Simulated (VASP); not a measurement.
## G0W0 gap of AlN against strain

Wanted: the deformation potential of the gap of AlN, from G0W0. The cell is of the zinc-blende type, one of the forms listed for this formula, which need not be the common one. The start is a computed cell from the Materials Project.

Program: VASP 6.6.1. Level of theory: PBE; plane waves and PAW (Al_GW, N_GW), in the first sound run; inputs show where later runs differ. Results are calculated unless marked as measured.

## 1. The starting structure

It takes space group F-43m (No. 216, cubic). The conventional cell has a = 4.368 Å, b = 4.368 Å, c = 4.368 Å, α = 90.00°, β = 90.00°, γ = 90.00°. Al has 4 N at 1.89 Å nearest. Nearest to N lie 4 Al at 1.89 Å. Farther neighbours and most contacts between anions are not listed.

## 2. Ground state

The orbitals come from a self-consistent PBE run with a tight EDIFF and a narrow smearing. KPOINTS_OPT adds the bands along a path, which shows whether the mesh holds the band edges.

The input, INCAR:

```
SYSTEM = AlN
PREC = Accurate
ENCUT = 450
EDIFF = 1E-08
NELM = 100
ISMEAR = 0
SIGMA = 0.01
LREAL = .FALSE.
ALGO = Normal
GGA = PE
NBANDS = 10
LORBIT = 11
LWAVE = .TRUE.
LCHARG = .FALSE.
KPAR = 8
```

The input, POSCAR:

```
AlN
1.0
    0.0000000000      2.1839935596      2.1839935596
    2.1839935596      0.0000000000      2.1839935596
    2.1839935596      2.1839935596      0.0000000000
Al N
1 1
Direct
    0.0000000000      0.0000000000      0.0000000000
    0.2500000000      0.2500000000      0.2500000000
```

The input, KPOINTS:

```
Automatic mesh
0
Gamma
6 6 6
0 0 0
```

The input, KPOINTS_OPT:

```
Line mode
12
Line-mode
Reciprocal
  0.00000000   0.00000000   0.00000000 GAMMA
  0.50000000   0.00000000   0.50000000 X

  0.50000000   0.00000000   0.50000000 X
  0.50000000   0.25000000   0.75000000 W

  0.50000000   0.25000000   0.75000000 W
  0.37500000   0.37500000   0.75000000 K

  0.37500000   0.37500000   0.75000000 K
  0.00000000   0.00000000   0.00000000 GAMMA

  0.00000000   0.00000000   0.00000000 GAMMA
  0.50000000   0.50000000   0.50000000 L

  0.50000000   0.50000000   0.50000000 L
  0.62500000   0.25000000   0.62500000 U

  0.62500000   0.25000000   0.62500000 U
  0.50000000   0.25000000   0.75000000 W

  0.50000000   0.25000000   0.75000000 W
  0.50000000   0.50000000   0.50000000 L

  0.50000000   0.50000000   0.50000000 L
  0.37500000   0.37500000   0.75000000 K

  0.62500000   0.25000000   0.62500000 U
  0.50000000   0.00000000   0.50000000 X
```

PAW data sets: Al_GW and N_GW (PBE family, release 64).

Command:

```console
> mpirun -np 8 vasp_std
```

Log:

```text
[banner, memory and clock lines left out]
running    8 mpi-ranks, on    1 nodes
 distrk:  each k-point on    1 cores,    8 groups
 distr:  one band on    1 cores,    1 groups

 POSCAR found type information on POSCAR AlN
 POSCAR found :  2 types and       2 ions
|                                                                             |
|           W    W    AA    RRRRR   N    N  II  N    N   GGGG   !!!           |
|           W    W   A  A   R    R  NN   N  II  NN   N  G    G  !!!           |
|           W    W  A    A  R    R  N N  N  II  N N  N  G       !!!           |
|           W WW W  AAAAAA  RRRRR   N  N N  II  N  N N  G  GGG   !            |
|           WW  WW  A    A  R   R   N   NN  II  N   NN  G    G                |
|           W    W  A    A  R    R  N    N  II  N    N   GGGG   !!!           |
|                                                                             |
|     For optimal performance we recommend to set                             |
|       NCORE = 2 up to number-of-cores-per-socket                            |
|     NCORE specifies how many cores store one orbital (NPAR=cpu/NCORE).      |
|     This setting can greatly improve the performance of VASP for DFT.       |
|     The default, NCORE=1 might be grossly inefficient on modern             |
|     multi-core architectures or massively parallel machines. Do your        |
|     Unfortunately you need to use the default for GW and RPA                |
|     calculations (for HF NCORE is supported but not extensively tested      |
|     yet).                                                                   |
|                                                                             |

 LDA part: xc-table for (Slater+PW92), standard interpolation
 POSCAR, INCAR and KPOINTS ok, starting setup
 FFT: planning ... GRIDC
 FFT: planning ... GRID_SOFT
 FFT: planning ... GRID
 WAVECAR not read
 entering main loop
       N       E                     dE             d eps       ncg     rms          rms(c)
DAV:   1     0.158873640167E+02    0.15887E+02   -0.44172E+03   320   0.664E+02
DAV:   2    -0.162641899288E+02   -0.32152E+02   -0.30702E+02   406   0.168E+02
DAV:   3    -0.172175139601E+02   -0.95332E+00   -0.95168E+00   386   0.254E+01
DAV:   4    -0.172229043273E+02   -0.53904E-02   -0.53884E-02   400   0.250E+00
DAV:   5    -0.172229880270E+02   -0.83700E-04   -0.83698E-04   400   0.273E-01    0.855E+00
DAV:   6    -0.148865229797E+02    0.23365E+01   -0.12222E+01   434   0.249E+01    0.220E+00
DAV:   7    -0.148678711259E+02    0.18652E-01   -0.82980E-02   372   0.261E+00    0.141E+00
DAV:   8    -0.148612283434E+02    0.66428E-02   -0.26040E-02   350   0.276E+00    0.184E-01
DAV:   9    -0.148609964668E+02    0.23188E-03   -0.14954E-03   482   0.343E-01    0.652E-02
DAV:  10    -0.148611260883E+02   -0.12962E-03   -0.14502E-04   344   0.902E-02    0.136E-02
DAV:  11    -0.148611249217E+02    0.11666E-05   -0.39962E-06   428   0.213E-02    0.288E-03
DAV:  12    -0.148611251081E+02   -0.18640E-06   -0.36211E-07   360   0.498E-03    0.322E-04
DAV:  13    -0.148611251083E+02   -0.23067E-09   -0.16553E-08   322   0.880E-04
   1 F= -.14861125E+02 E0= -.14861125E+02  d E =-.651690E-19
 Start KPOINTS_OPT (optional k-point list driver)
k-point batch [1-16\120]
       N       E                     dE             ncg
DAV:   1     0.508309209812E+03   -0.29567E+04      336
DAV:   2     0.408411958155E+02   -0.46747E+03      474
DAV:   3     0.280243797190E+02   -0.12817E+02      392
DAV:   4     0.279418203546E+02   -0.82559E-01      400
DAV:   5     0.279404186934E+02   -0.14017E-02      430
DAV:   6     0.279403962595E+02   -0.22434E-04      416
DAV:   7     0.279403956507E+02   -0.60884E-06      456
DAV:   8     0.279403956327E+02   -0.17957E-07      388
DAV:   9     0.279403956324E+02   -0.33793E-09      278
[...]
k-point batch [113-120\120]
       N       E                     dE             ncg
DAV:   1     0.292856616299E+04   -0.29020E+04      168
DAV:   2     0.274961209608E+04   -0.17895E+03      226
DAV:   3     0.274587874812E+04   -0.37333E+01      190
DAV:   4     0.274585559418E+04   -0.23154E-01      230
DAV:   5     0.274585534196E+04   -0.25223E-03      200
DAV:   6     0.274585533556E+04   -0.63964E-05      246
DAV:   7     0.274585533555E+04   -0.72464E-08      200
 writing wavefunctions
```

Wall time 6.2 s (8 MPI ranks of Intel Xeon Platinum 8259CL at 2.50GHz (Skylake/Cascade Lake), shared host); peak memory 1.1 GiB; 43 s of CPU time.

Lines that name or quote the potential files are left out of all logs, and their timing lines are given in words.

Parts of OUTCAR (step 2):

```text
ion  position               nearest neighbor table
   1  0.000  0.000  0.000-   2 1.89   2 1.89   2 1.89   2 1.89
   2  0.250  0.250  0.250-   1 1.89   1 1.89   1 1.89   1 1.89

  LATTYP: Found a face centered cubic cell.
 ALAT       =     4.3679871192

 Subroutine GETGRP returns: Found 24 space group operations
 (whereof 24 operations were pure point group operations)

The static configuration has the point symmetry T_d .

 Found     16 irreducible k-points:

   k-points           NKPTS =     16   k-points in BZ     NKDIM =     16   number of bands    NBANDS=     10

   dimension x,y,z NGX =    24 NGY =   24 NGZ =   24
   dimension x,y,z NGXF=    48 NGYF=   48 NGZF=   48

   ENCUT  =  450.0 eV  33.07 Ry    5.75 a.u.   5.34  5.34  5.34*2*pi/ulx,y,z

   NELECT =       8.0000    total number of electrons

 k-points in reciprocal lattice and weights: Automatic mesh
   0.00000000  0.00000000  0.00000000       0.005
   0.16666667  0.00000000  0.00000000       0.037
   0.33333333  0.00000000  0.00000000       0.037
   0.50000000  0.00000000  0.00000000       0.019
   0.16666667  0.16666667  0.00000000       0.028
   0.33333333  0.16666667  0.00000000       0.111
   0.50000000  0.16666667  0.00000000       0.111
  -0.33333333  0.16666667  0.00000000       0.111
  -0.16666667  0.16666667  0.00000000       0.056
[...]
-0.33333333  0.33333333  0.16666667       0.111
  -0.33333333  0.50000000  0.16666667       0.056

 average (electrostatic) potential at core
       1 -49.9845       2 -60.0239

 E-fermi :   5.0114

 k-point     1 :       0.0000    0.0000    0.0000
  band No.  band energies     occupation
      1     -10.0369      2.00000
      2       4.9525      2.00000
      3       4.9525      2.00000
      4       4.9525      2.00000
      5       9.1393      0.00000
      6      17.5014      0.00000
      7      17.5014      0.00000
      8      17.5014      0.00000
      9      22.6311      0.00000
    ...

 k-point     2 :       0.1667    0.0000    0.0000
  band No.  band energies     occupation
      1      -9.6398      2.00000
      2       3.0964      2.00000
      3       4.8201      2.00000
      4       4.8201      2.00000
      5      10.5619      0.00000
      6      16.5923      0.00000
      7      17.6686      0.00000
      8      17.6686      0.00000
      9      20.8298      0.00000
    ...

 k-point     3 :       0.3333    0.0000    0.0000
  band No.  band energies     occupation
      1      -8.6541      2.00000
      2       0.3998      2.00000
      3       4.5800      2.00000
      4       4.5800      2.00000
      5      11.9551      0.00000
      6      15.3477      0.00000
      7      16.6777      0.00000
      8      16.6777      0.00000
      9      22.2846      0.00000
    ...

  Total        0.3169182      0.3169182      0.3169182      0.0000000     -0.0000000      0.0000000
  in kB       24.3710199     24.3710199     24.3710199      0.0000000     -0.0000000      0.0000000
  external PRESSURE =      24.3710199 kB  Pullay stress =       0.0000000 kB

  energy-cutoff  :      450.00
  volume of cell :       20.83
      direct lattice vectors                 reciprocal lattice vectors
     0.000000000  2.183993560  2.183993560    -0.228938404  0.228938404  0.228938404
     2.183993560  0.000000000  2.183993560     0.228938404 -0.228938404  0.228938404
     2.183993560  2.183993560  0.000000000     0.228938404  0.228938404 -0.228938404

 POSITION                                       TOTAL-FORCE (eV/Angst)
 -----------------------------------------------------------------------------------
      0.00000      0.00000      0.00000         0.000000      0.000000      0.000000
      1.09200      1.09200      1.09200        -0.000000     -0.000000     -0.000000
 -----------------------------------------------------------------------------------
    total drift:                               -0.000000     -0.000000     -0.000000

  FREE ENERGIE OF THE ION-ELECTRON SYSTEM (eV)
  ---------------------------------------------------
  free  energy   TOTEN  =       -14.8611251083 eV

  energy  without entropy=      -14.8611251083  energy(sigma->0) =      -14.86112511

 total charge
# of ion       s       p       d       tot
------------------------------------------
    1        0.437   0.559   0.216   1.213
    2        1.193   2.570   0.000   3.763
--------------------------------------------------
tot          1.630   3.129   0.216   4.976

[... 3 further parts left out ...]
```

This step gave:

```
free energy (TOTEN)               : -14.86 eV
Fermi energy                      : 5.011 eV
pressure                          : 2.437 GPa
least gap on mesh and path        : 3.314 eV
least direct gap on mesh and path : 4.187 eV
```

The highest empty bands on the path are converged less tightly, to about 0.1 eV. The electronic bands at the labelled points (eV, zero at the valence-band top; v1 is the highest filled band, c1 the lowest empty one):

```
          point     v3     v2     v1    c1     c2
              Γ   0.00   0.00   0.00  4.19  12.55
0.45 of the way  -2.58  -0.85  -0.85  6.10  10.50
              X  -4.91  -1.78  -1.78  3.31   8.61
0.45 of the way  -4.63  -2.31  -2.23  4.38   9.49
              W  -3.78  -3.44  -2.70  6.04  11.42
0.45 of the way  -4.08  -3.50  -2.07  5.70  10.58
              K  -4.26  -3.64  -1.37  5.16  10.10
0.45 of the way  -3.83  -1.76  -0.28  7.63   9.84
              Γ   0.00   0.00   0.00  4.19  12.55
0.55 of the way  -3.64  -0.29  -0.29  6.63  10.79
              L  -5.86  -0.48  -0.48  7.37   9.86
0.45 of the way  -5.41  -1.77  -0.78  7.41   8.95
              U  -4.26  -3.64  -1.37  5.16  10.10
0.45 of the way  -4.13  -3.54  -1.89  5.57  10.43
              W  -3.78  -3.44  -2.70  6.04  11.42
0.55 of the way  -5.27  -2.01  -1.00  7.31   9.03
              L  -5.86  -0.48  -0.48  7.37   9.86
0.55 of the way  -5.22  -2.20  -0.89  6.95   9.34
              K  -4.26  -3.64  -1.37  5.16  10.10
      jump to U  -4.26  -3.64  -1.37  5.16  10.10
0.55 of the way  -4.77  -2.37  -1.69  3.85   9.06
              X  -4.91  -1.78  -1.78  3.31   8.61
```

Of the projections kept (Al, N), the largest for each band there, as a share of the weight inside these atoms' spheres; weight between the spheres isn't counted:

```
point      v3      v2      v1       c1       c2
    Γ  N 0.85  N 0.85  N 0.85   N 0.71  Al 1.00
    X  N 0.58  N 0.75  N 0.75  Al 0.82  Al 1.00
    W  N 0.57  N 0.72  N 0.68   N 0.61   N 0.65
    K  N 0.58  N 0.66  N 0.77  Al 0.64  Al 0.57
    Γ  N 0.85  N 0.85  N 0.85   N 0.71  Al 1.00
    L  N 0.55  N 0.82  N 0.82  Al 0.65   N 0.82
```

The electronic bands as a text plot (rows in eV, shown from -5.9 to 8.6 only):

```
    8.3 |
    7.7 |                  +++            +++         ++ ++
    7.1 |                     +        +++           +  +  +
    6.5 |                 +           +      +      +
    5.9 |   ++       +++       +     +        +  +++        +
    5.3 |  +  +     +   ++      +   +          ++            +
    4.7 |++                      + +                          +
    4.1 |      ++  +              +                            +
    3.5 |        ++                                             +
    2.9 |
    2.3 |
    1.7 |
    1.1 |
    0.5 |
   -0.1 |***                 ***********
   -0.7 | * *             ***  **  *    ******       *******
   -1.3 |  * ***        **    *     *         **    * *   * ***
   -1.9 |   *   ****   *     * *     *      *   *  * *     *   **
   -2.6 |           ***    **                *   ** *          *
   -3.2 |    *       **   *   *               *  ***        * *
   -3.8 |     *      *****   *        *        ****          *
   -4.4 |      **   *  ******          *      ***  *         **
   -5.0 |        ***                         *      *      **  **
   -5.6 |                               *****        ******
         Γ       X    W  K        Γ      L     U  W     L   K|U X
```

The cell has a gap of 3.31 eV on mesh and path and a pressure of +2.4 GPa, which holds the misfit of the given cell and coordinates with this functional, and any error of cutoff, mesh and data sets.

## 3. Empty bands

The next step needs empty bands that the ground-state run didn't converge, so the Hamiltonian is diagonalised exactly for NBANDS bands, in a single step. LOPTICS writes the k-derivatives of the orbitals (WAVEDER), which give the long-wavelength limit of the screening.

The input, INCAR:

```
SYSTEM = AlN
PREC = Accurate
ENCUT = 450
ISMEAR = 0
SIGMA = 0.01
LREAL = .FALSE.
GGA = PE
NBANDS = 88
ALGO = Exact
NELM = 1
LWAVE = .TRUE.
LCHARG = .FALSE.
LOPTICS = .TRUE.
NEDOS = 1000
CSHIFT = 0.1
```

POSCAR is that of step 2.

KPOINTS is that of step 2.

Command:

```console
> mpirun -np 8 vasp_std
```

Log:

```text
[banner, memory and clock lines left out]
running    8 mpi-ranks, on    1 nodes
 distrk:  each k-point on    8 cores,    1 groups
 distr:  one band on    1 cores,    8 groups

 POSCAR found type information on POSCAR AlN
 POSCAR found :  2 types and       2 ions
 [... a notice as in an earlier step ...]

 LDA part: xc-table for (Slater+PW92), standard interpolation
 found WAVECAR, reading the header
  number of bands has changed, file:    10 present:    88
  trying to continue reading WAVECAR, but it might fail
 POSCAR, INCAR and KPOINTS ok, starting setup
 FFT: planning ... GRIDC
 FFT: planning ... GRID_SOFT
 FFT: planning ... GRID
 reading WAVECAR
 random initialization beyond band           10
 the WAVECAR file was read successfully
 initial charge from wavefunction
 entering main loop
       N       E                     dE             d eps       ncg     rms          rms(c)
DIA:   1    -0.148611251129E+02   -0.14861E+02    0.00000E+00     0   0.000E+00
   1 F= -.14861125E+02 E0= -.14861125E+02  d E =-.525554-103
 writing wavefunctions
 optical routines
 imaginary and real dielectric function
 recalculating local potential from charge density
 direction            1
 direction            2
 direction            3
```

The job ended after 4.4 s (8 MPI ranks; peak memory 0.91 GiB).

From OUTCAR (step 3):

```text
The static configuration has the point symmetry T_d .

 Found     16 irreducible k-points:

   k-points           NKPTS =     16   k-points in BZ     NKDIM =     16   number of bands    NBANDS=     88

   NELECT =       8.0000    total number of electrons

 E-fermi :   5.1036

 k-point     2 :       0.1667    0.0000    0.0000
  band No.  band energies     occupation
      1      -9.6397      2.00000
      2       3.0965      2.00000
      3       4.8201      2.00000
      4       4.8201      2.00000
      5      10.5619      0.00000
      6      16.5923      0.00000
      7      17.6686      0.00000
      8      17.6686      0.00000
      9      20.8298      0.00000
    ...

 k-point     3 :       0.3333    0.0000    0.0000
  band No.  band energies     occupation
      1      -8.6540      2.00000
      2       0.3998      2.00000
      3       4.5801      2.00000
      4       4.5801      2.00000
      5      11.9551      0.00000
      6      15.3477      0.00000
      7      16.6777      0.00000
      8      16.6777      0.00000
      9      22.2806      0.00000
    ...

  Total        0.3167900      0.3167900      0.3167900      0.0000000      0.0000000     -0.0000000
  in kB       24.3611652     24.3611652     24.3611652      0.0000000      0.0000000     -0.0000000
  external PRESSURE =      24.3611652 kB  Pullay stress =       0.0000000 kB

 POSITION                                       TOTAL-FORCE (eV/Angst)
 -----------------------------------------------------------------------------------
      0.00000      0.00000      0.00000        -0.000000      0.000000      0.000000
      1.09200      1.09200      1.09200         0.000000     -0.000000     -0.000000
 -----------------------------------------------------------------------------------
    total drift:                               -0.000000     -0.000000     -0.000000

  FREE ENERGIE OF THE ION-ELECTRON SYSTEM (eV)
  ---------------------------------------------------
  free  energy   TOTEN  =       -14.8611251129 eV

  energy  without entropy=      -14.8611251129  energy(sigma->0) =      -14.86112511

 plasma frequency squared (from intraband transitions) (eV^2)
  --------------------------------------------------------------------------------------
       0.000       0.000      -0.000
       0.000       0.000       0.000
       0.000      -0.000       0.000

[... 11 parts as in an earlier step ...]

[... 1 further part left out ...]
```

The gap is read on the k-mesh alone, so it is an upper bound where the band edges lie off the mesh, and a coarse mesh can show a gap where there is none.

A gap read on the k-mesh alone can miss the band edges.

This step gave:

| Item | Value |
| --- | --- |
| gap on the k-mesh | 3.315 eV |
| least direct gap on the k-mesh | 4.187 eV |

WAVECAR now holds 88 bands for 8 electrons. Its independent-particle dielectric tensor has xx, yy, zz = 4.8, 4.8, 4.8 on this mesh. It isn't tested for convergence in mesh or bands and lacks local fields, and at a small direct gap a coarse mesh makes it too large, which overscreens the GW step.

[end of part 1 of 4]

[Lines on the potential files, build, host, timing and source positions are cut from VASP's logs without a mark.]

[Logs are printed without paths, hosts, clocks, repeated set-up lines and the standing remarks that a program may print on its own settings, such as how far it seeks lower states.]

[Hosts, paths, dates, database ids (printed as entryN), source tags and the programs' standing remarks are cut or masked in the printed files.]

[Pressures printed for these runs are not shown converged in the cutoff: they can be off by several GPa and have the wrong sign.]

[In band tables of VASP the shares of atoms and orbitals are scaled to a sum of 1 inside the atoms' spheres.]
